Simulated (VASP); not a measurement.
These are LDA (Ceperley-Alder, Perdew-Zunger), VASP's LDA PAW potentials (set 64) (plane waves; VASP 6.6.1) values and carry that method's errors.

Input for VASP

KPOINTS:
```
kpoints
0
gamma
8 8 8
0 0 0
```

**INCAR**
```
SYSTEM = CdS
PREC = Accurate; ENCUT = 500; LREAL = F
LASPH = T
EDIFF = 1E-6; NELM = 100; ALGO = Normal
LMAXMIX = 4
ISMEAR = 0; SIGMA = 0.05
IBRION = 2; NSW = 40; ISIF = 3
EDIFFG = -0.02
LWAVE = F; LCHARG = F
```

POSCAR:
```
CdS
1
    0.0000000000     2.8805904508     2.8805904508
    2.8805904508     0.0000000000     2.8805904508
    2.8805904508     2.8805904508     0.0000000000
Cd S
1 1
Direct
  0.0000000000   0.0000000000   0.0000000000
  0.2500000000   0.2500000000   0.2500000000
```

POTCAR, in this order: Cd S (LDA.64 set). Program: vasp_std.

### Question
Estimate the energy per atom (σ→0), volume per atom, band gap (on the k-mesh).

### Answer

```yaml
energy per atom (σ→0): -3.704 eV/atom
band gap (on the k-mesh): 0.96 eV
volume_per_atom: 24.03 Å^3/atom
```

### OSZICAR
```
...
       N       E                     dE             d eps       ncg     rms          rms(c)
DAV:   1    -0.740859708826E+01   -0.13985E-02   -0.26660E-02   829   0.233E+00    0.274E-01
DAV:   2    -0.740739800987E+01    0.11991E-02   -0.31159E-03   844   0.952E-01    0.100E-01
DAV:   3    -0.740728864391E+01    0.10937E-03   -0.32080E-04   809   0.220E-01    0.839E-02
DAV:   4    -0.740727646414E+01    0.12180E-04   -0.18537E-05   764   0.510E-02    0.158E-02
DAV:   5    -0.740727525566E+01    0.12085E-05   -0.37010E-06   629   0.339E-02    0.510E-03
DAV:   6    -0.740727527560E+01   -0.19938E-07   -0.50183E-07   377   0.954E-03
   3 F= -.74072753E+01 E0= -.74072753E+01  d E =-.309544E-03
```

The compound is CdS in the zinc blende structure, a metastable form; wurtzite is the usual one. This run relaxes it. Symmetry was kept, so distortions that lower it aren't found.
